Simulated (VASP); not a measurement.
**NaCl: phonons with r2SCAN**

Crystal: NaCl.

```
CELL_PARAMETERS angstrom
0.00000 2.79406 2.79406
2.79406 0.00000 2.79406
2.79406 2.79406 0.00000
ATOMIC_POSITIONS crystal
Cl 0.50000 0.50000 0.50000
Na 0.00000 0.00000 0.00000
```

The cell is a database's computed one.

```yaml
Program: VASP 6.6.1
Task: phonons
Functional: r2SCAN
Potentials_or_basis: VASP PAW PBE potentials, release 64 (Cl, Na_pv)
Cutoff: 600 eV
k_mesh: 6 × 6 × 6
Occupations: gaussian, width 0.05 eV
Spin: no spin polarisation
Further_INCAR_settings: ALGO = Normal; EDIFF = 1e-08; IBRION = 6; POTIM = 0.015; NSW = 1
```

* Relaxed volume: 21.88 Å³/atom
* Relaxed cell: a = 3.956 Å, b = 3.956 Å, c = 3.956 Å, α = 60.00°, β = 60.00°, γ = 60.00°
* Space group after relaxing (to 0.05 Å): Fm-3m (No. 225)
* Highest phonon frequency at Γ, LO-TO splitting left out: 187 cm⁻¹

Final structure:
```
Cl Na
1.0
     0.00000    2.79713    2.79713
     2.79713    0.00000    2.79713
     2.79713    2.79713    0.00000
Cl Na
1 1
Direct
  0.50000 0.50000 0.50000
  0.00000 0.00000 0.00000
```

Phonon frequencies in cm⁻¹ (negative: imaginary):
```tsv
q point	frequencies
(0.000, 0.000, 0.000)	-8 -8 -8 187 187 187
```

Wall time 2.5 min on 1 thread of Intel(R) Xeon(R) 6975P-C (Granite Rapids), with other jobs on the host, peak memory 0.19 GiB.

Caveat: the PAW data sets were made with another functional, which shifts forces and pressure a little.
